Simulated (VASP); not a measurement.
## SrCl2 (fluorite): computed properties

Calculation: r2SCAN meta-GGA, VASP's PBE PAW potentials (set 64) (plane waves; VASP).

```
Property                                                                           Result
-----------------------------------------------  ----------------------------------------
space group                                                                   Fm-3m (225)
cell                                             a = b = c = 6.9958 Å, α = β = γ = 90.00°
volume per atom                                                             28.53 Å³/atom
band gap (over mesh and band path)                                                5.93 eV
smallest direct gap (over mesh and band path)                                     5.99 eV
Hill bulk modulus                                                                38.2 GPa
Hill shear modulus                                                               15.4 GPa
Poisson's ratio                                                                     0.322
band-edge character without spin-orbit coupling                          indirect, X to Γ
band gap with spin-orbit coupling                                                 5.93 eV
density                                                                        3.08 g/cm³
mean ε∞ (independent particles)                                                      2.98
optical Γ-point spectrum                                          141 (×3), 185 (×3) cm⁻¹
C11                                                                              74.6 GPa
C12                                                                              20.0 GPa
C44                                                                              10.3 GPa
```

```cif
data_Cl8Sr4
_chemical_formula_sum 'Sr4 Cl8'
_space_group_name_H-M_alt 'Fm-3m'
_space_group_IT_number 225
_space_group_name_Hall '-F 4 2 3'
_cell_length_a 6.99585
_cell_length_b 6.99585
_cell_length_c 6.99585
_cell_angle_alpha 90.000
_cell_angle_beta 90.000
_cell_angle_gamma 90.000
loop_
_atom_site_label
_atom_site_type_symbol
_atom_site_symmetry_multiplicity
_atom_site_Wyckoff_symbol
_atom_site_fract_x
_atom_site_fract_y
_atom_site_fract_z
_atom_site_occupancy
Sr1 Sr 4 a 0.00000 0.00000 0.00000 1
Cl1 Cl 8 c 0.25000 0.25000 0.25000 1
```
(The calculation used a cell of 3 atoms; values per cell refer to that cell.)

Measured: gap 7.50 eV (computed value off by -1.57 eV), as given by Andrés Aguado et al., Journal of the Physical Society of Japan (1999), arXiv:cond-mat/9901145; a 6.974 Å (computed value off by +0.3 %), as given by Kanchana et al., Calculated structural, elastic and electronic properties of SrCl2 (2010). The calculation is for a static lattice, while the measured a holds thermal and zero-point effects, which are part of the difference.

The compound is SrCl2 in the fluorite structure. It was relaxed first. Symmetry was kept, so distortions that lower it aren't found.
